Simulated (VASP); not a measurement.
**Ta: a series in biaxial strain in the (110) plane**

How do stress and energy of Ta follow biaxial strain in the (110) plane?

Calculated with VASP 6.6.1; PBEsol; plane waves and PAW (Ta_pv), in the first sound run; inputs show where later runs differ.

This is a report of a sequence of runs, with most program output left out.

### 1. The starting structure

Symmetry: Im-3m, No. 229, cubic system. The conventional cell has a = 3.310 Å, b = 3.310 Å, c = 3.310 Å, α = 90.00°, β = 90.00°, γ = 90.00°. Ta has 8 Ta at 2.87 Å nearest.

As a file:

```cif
data_structure
_symmetry_space_group_name_H-M 'P 1'
_symmetry_Int_Tables_number 1
_cell_length_a 2.8665
_cell_length_b 2.8665
_cell_length_c 2.8665
_cell_angle_alpha 109.471
_cell_angle_beta 109.471
_cell_angle_gamma 109.471
_cell_volume 18.13
loop_
_atom_site_label
_atom_site_type_symbol
_atom_site_fract_x
_atom_site_fract_y
_atom_site_fract_z
_atom_site_occupancy
Ta1 Ta 0.00000 0.00000 0.00000 1
```

### 2. Relax the crystal, PBEsol

The series starts from the cell that this level prefers, so that zero strain is near zero stress.

This step took 2 runs in a row; the last is shown.

Level: PBEsol; plane waves and PAW (Ta_pv).

INCAR

```
SYSTEM = Ta
PREC = Accurate
ENCUT = 450
EDIFF = 1E-07
NELM = 120
ISMEAR = 1
SIGMA = 0.15
LREAL = .FALSE.
ALGO = Normal
GGA = PS
NBANDS = 11
LASPH = .TRUE.
LORBIT = 11
LWAVE = .FALSE.
LCHARG = .FALSE.
KPAR = 8
IBRION = 2
NSW = 40
ISIF = 3
EDIFFG = -0.005
POTIM = 0.4
```

POSCAR

```
Ta
1.0
   -1.6408621308      1.6408621308      1.6408621308
    1.6408621308     -1.6408621308      1.6408621308
    1.6408621308      1.6408621308     -1.6408621308
Ta
1
Direct
    0.0000000000      0.0000000000      0.0000000000
```

KPOINTS

```
Automatic mesh
0
Gamma
25 25 25
0 0 0
```

Potentials, in the order of the species: Ta_pv (PBE family, release 64).

On the command line:

```
> mpirun -np 8 vasp_std
```

It took 6.2 s on 8 MPI ranks of Intel Xeon 6975P-C (Granite Rapids), shared host; peak memory 1.4 GiB.

This run gave:

* energy(sigma→0) of the program: -12.5502 eV
* stress, compression positive: -0.01 along [110], -0.01 across it (mean), GPa
* volume: 17.672 Å³
* ionic steps: 1

### 3. Strain along the normal, PBEsol

One member in full: the plane is strained by 2 %, and the strain along the normal is moved by secant steps until the normal stress is under 0.012 GPa or five steps are spent; the atoms relax at each step.

This step took 3 runs, each at a new trial strain with the atoms of the one before; the last is shown.

Level: PBEsol; plane waves and PAW (Ta_pv).

Changes to INCAR since step 2:

```diff
@@ -15,7 +15,7 @@
 LCHARG = .FALSE.
-KPAR = 8
-IBRION = 2
-NSW = 40
-ISIF = 3
-EDIFFG = -0.005
-POTIM = 0.4
+KPAR = 2
+IBRION = 1
+NSW = 25
+ISIF = 2
+EDIFFG = -0.004
+POTIM = 0.3
```

POSCAR

```
Ta
1.0
   -1.6736793730      1.6736793730      1.6736793730
    1.6736793730     -1.6736793730      1.6736793730
    1.6066142750      1.6066142750     -1.6736793730
Ta
1
Direct
    0.0000000000      0.0000000000      0.0000000000
```

KPOINTS is that of step 2.

On the command line:

```
> mpirun -np 2 vasp_std
```

Run time: 62 s. Hardware: 2 MPI ranks; peak memory 0.85 GiB.

Numbers from this step:

| Quantity | Value |
| --- | --- |
| energy(sigma→0) of the program | -12.5386 eV |
| stress, compression positive | -0.01 along [110], -5.24 across it (mean), GPa |
| ionic steps | 1 |

### 4. The whole series

The other members went through these steps as far as the tables show, with the same cutoff and, step by step, the same mesh; 25 runs are not shown. The session took 1.1 core hours (wall time by ranks) on a shared machine.

```tsv
in-plane strain (%)	strain along the normal (%)	mean of the two in-plane stresses, tension positive (GPa)	energy above the unstrained row, extrapolated to no smearing (meV/atom)
-2.000	2.152	-6.473	13.715
-1.500	1.603	-4.735	7.518
-1.000	1.072	-3.047	3.215
-0.500	0.541	-1.445	0.771
0	0.000	0.006	0.000
0.500	-0.545	1.372	0.702
1.000	-1.058	?	?
1.500	-1.566	4.033	6.571
2.000	-2.087	5.242	11.643
```

### 5. A fit to the known rows

Fitting a parabola to the 8 known rows (e: strain in %) gives stress = − 0.1560 e² + 2.921 e + 0.007136 in GPa; the residuals are 0.029 GPa r.m.s.

At e = 1 this predicts 2.772 GPa.

### 6. Prediction against calculation

The calculation gives 2.724 GPa, so the prediction is 0.048 GPa too high, within twice the residual of the fit.

Slopes at zero strain, from cubics through all rows: strain ratio -1.066, stress over strain 287 GPa.

### 7. Results

```yaml
error_of_the_predicted_stress: 0.048 GPa
ratio_of_normal_to_in_plane_strain: -1.066
biaxial_modulus: 287 GPa
```

As a check, the curvature of the energy gives 279 GPa for the same modulus (energy per volume = M × strain²), 3 % from the slope of the stress; these energies are extrapolated to no smearing, while the stress belongs to the free energy, so part of the difference may come from that. These are static values: temperature and zero-point motion are left out. In a metal the slopes also depend on mesh and smearing, which were held through the series.

[Lines on the potential files, build, host, timing and source positions are cut from VASP's logs without a mark.]

[Logs are printed without paths, hosts, clocks, repeated set-up lines and the standing remarks that a program may print on its own settings, such as how far it seeks lower states.]

[Hosts, paths, dates, database ids (printed as entryN), source tags and the programs' standing remarks are cut or masked in the printed files.]

[In band tables of VASP the shares of atoms and orbitals are scaled to a sum of 1 inside the atoms' spheres.]
